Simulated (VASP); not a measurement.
Energy against volume of Sr (fcc). Level of theory: PBE GGA, VASP's PBE PAW potentials (set 64) (plane waves; VASP). Run with 520 eV cut-off, 8×8×8 Γ-centred mesh, Gaussian smearing of 0.050 eV, potentials Sr_sv.

```json
[
 {"V (Å³/atom)": "52.890", "E (eV/atom)": "-1.64061"},
 {"V (Å³/atom)": "54.526", "E (eV/atom)": "-1.64269"},
 {"V (Å³/atom)": "56.162", "E (eV/atom)": "-1.64096"},
 {"V (Å³/atom)": "57.797", "E (eV/atom)": "-1.63587"}
]
```

Q: Fit these four points and predict the energy of the run at 51.254 Å³/atom.

A: A cubic in V^(−2/3), the third-order Birch-Murnaghan form, passes through the four points with V0 = 54.57 Å³/atom and B0 = 12 GPa, and gives -1.6342 eV/atom there. The run gave -1.6344 eV/atom, -0.2 meV/atom from the fit; all five points give B0 = 12 GPa.

The compound is Sr in the fcc structure. It was relaxed first.
